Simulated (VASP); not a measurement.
The system is Be3ZnSe4.

```
Be Zn Se
1.0
     3.85225    0.00000    0.00000
    -1.92613    3.33615    0.00000
     0.00000    0.00000   10.04457
Be Zn Se
3 1 4
Direct
  0.00000 0.00000 0.50000
  0.00000 0.00000 0.26041
  0.00000 0.00000 0.73959
  0.00000 0.00000 0.00000
  0.33333 0.66667 0.85982
  0.33333 0.66667 0.37591
  0.66667 0.33333 0.14018
  0.66667 0.33333 0.62409
```

The cell was built by a generator and needn't be a form met in nature.

| Property | Result |
| --- | --- |
| Program | VASP 6.6.1 |
| Task | relaxation of cell and atoms |
| Functional | PBE |
| Potentials or basis | VASP PAW PBE potentials, release 64 (Be, Zn, Se) |
| Cutoff | 520 eV |
| k mesh | 4 × 4 × 2 |
| Occupations | gaussian, width 0.15 eV |
| Spin | no spin polarisation |

At the start: pressure 0.2 GPa; volume 16.14 Å³/atom.

How do energy, volume and symmetry change on relaxing?

Over 9 steps the energy falls by 106.0 meV/atom and the volume is 16.10 Å³/atom (-0.2 %); space group P-3m1 (No. 164, to 0.05 Å).

Step by step:
| step | energy change (eV) | largest force (eV/Å) | pressure (GPa) | volume (Å³) |
| --- | --- | --- | --- | --- |
| 1 | 0.0000 | 0.4180 | 0.18 | 129.09 |
| 2 | -0.4265 | 0.2593 | 0.27 | 129.25 |
| 3 | -0.7058 | 0.3612 | 0.86 | 127.70 |
| 4 | -0.8315 | 0.2548 | 0.57 | 128.70 |
| 5 | -0.8379 | 0.2672 | 0.26 | 128.55 |
| 6 | -0.8376 | 0.2682 | 0.38 | 128.51 |
| 7 | -0.8458 | 0.1038 | -0.34 | 129.55 |
| 8 | -0.8459 | 0.0810 | -0.39 | 129.67 |
| 9 | -0.8480 | 0.0340 | -0.05 | 128.81 |

Final structure:
```cif
data_structure
_symmetry_space_group_name_H-M 'P 1'
_symmetry_Int_Tables_number 1
_cell_length_a 3.6115
_cell_length_b 3.6115
_cell_length_c 11.4032
_cell_angle_alpha 90.000
_cell_angle_beta 90.000
_cell_angle_gamma 120.000
_cell_volume 128.81
loop_
_atom_site_label
_atom_site_type_symbol
_atom_site_fract_x
_atom_site_fract_y
_atom_site_fract_z
_atom_site_occupancy
Be1 Be 0.00000 0.00000 0.50000 1
Be2 Be 0.00000 0.00000 0.25900 1
Be3 Be 0.00000 0.00000 0.74100 1
Zn1 Zn 0.00000 0.00000 0.00000 1
Se1 Se 0.33333 0.66667 0.85579 1
Se2 Se 0.33333 0.66667 0.38083 1
Se3 Se 0.66667 0.33333 0.14421 1
Se4 Se 0.66667 0.33333 0.61917 1
```

Caveat: the k mesh is coarse (spacing up to 0.47 Å⁻¹), so the values aren't converged.
